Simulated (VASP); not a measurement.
Here is the system:

```xyz
2
Lattice="4.2302 -2.2948 0.0093 4.2302 2.2948 0.0093 2.9770 0.0000 3.7814" Properties=species:S:1:pos:R:3 pbc="T T T"
Bi     2.6796     0.0000     0.8903
Bi     8.7579     0.0000     2.9098
```

All values below come from PW91 GGA, VASP's PBE PAW potentials (set 64) (plane waves; VASP 6.6.1). Run with 520 eV cut-off, Gaussian smearing of 0.050 eV, potentials Bi_d.

Unless said otherwise, spin-orbit coupling is left out, though it shifts the bands of the heavy elements here.

### Question
Estimate the band gap (along the path) with the smallest direct gap where there is one.

### Answer

```
Item                                                         Result
-------------------------  ----------------------------------------
band gap (along the path)  none (metal, semimetal or under 0.01 eV)
```

The compound is Bi in the a7 structure. It was relaxed first.
